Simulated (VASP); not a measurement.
VASP ran on this input.

KPOINTS:
```
kpoints
0
gamma
7 7 4
0 0 0
```

File POSCAR:
```
CdSe
1
    2.1500000000    -3.7239090000     0.0000000000
    2.1500000000     3.7239090000     0.0000000000
    0.0000000000     0.0000000000     7.0100000000
Cd Se
2 2
Direct
  0.6666670000   0.3333330000   0.5000000000
  0.3333330000   0.6666670000   0.0000000000
  0.6666670000   0.3333330000   0.8760000000
  0.3333330000   0.6666670000   0.3760000000
```

### INCAR
```
! general
SYSTEM =CdSe
PREC   =Accurate
ENCUT  =400
LREAL  =F
LASPH  =T
NBANDS =26

! electronic loop
EDIFF  =1E-6
NELM   =100
ALGO   =Normal
LMAXMIX=4

! smearing
ISMEAR =0
SIGMA  =0.05

! functional
GGA    =PE

! ions
ISIF   =2

! output
LWAVE  =F
LCHARG =F
```

POTCAR, in this order: Cd Se (PBE.64 set). Program: vasp_std.

Task: Translate this PBE calculation to Quantum ESPRESSO's pw.x.

Result: One equivalent input (not run):
```
&CONTROL
  calculation = 'scf'
  pseudo_dir = './pseudo'
  outdir = './out'
  tprnfor = .true.
  tstress = .true.
/
&SYSTEM
  ibrav = 0
  nat = 4
  ntyp = 2
  ecutwfc = 102
  occupations = 'smearing'
  smearing = 'gaussian'
  degauss = 0.003675
  input_dft = 'pbe'
/
&ELECTRONS
  conv_thr = 7.3e-08
  electron_maxstep = 100
/
ATOMIC_SPECIES
  Cd 112.414 Cd.upf
  Se 78.971 Se.upf
CELL_PARAMETERS angstrom
     2.1500000   -3.7239090    0.0000000
     2.1500000    3.7239090    0.0000000
     0.0000000    0.0000000    7.0100000
ATOMIC_POSITIONS crystal
  Cd   0.6666670  0.3333330  0.5000000
  Cd   0.3333330  0.6666670  0.0000000
  Se   0.6666670  0.3333330  0.8760000
  Se   0.3333330  0.6666670  0.3760000
K_POINTS automatic
  7 7 4 0 0 0
```
Limits of the translation: the potentials are each code's own (VASP's PAW set, PseudoDojo norm-conserving files in pw.x), so ENCUT and ecutwfc are chosen apart and not converted; conv_thr bounds pw.x's estimated SCF error, while EDIFF bounds the energy change between steps; the number of bands isn't carried over, since the valence differs with the files.

The compound is CdSe in the wurtzite structure. The cell was not relaxed at this level. The run is one of a series of settings (NBANDS = 26 against the base run), some of them coarse on purpose.
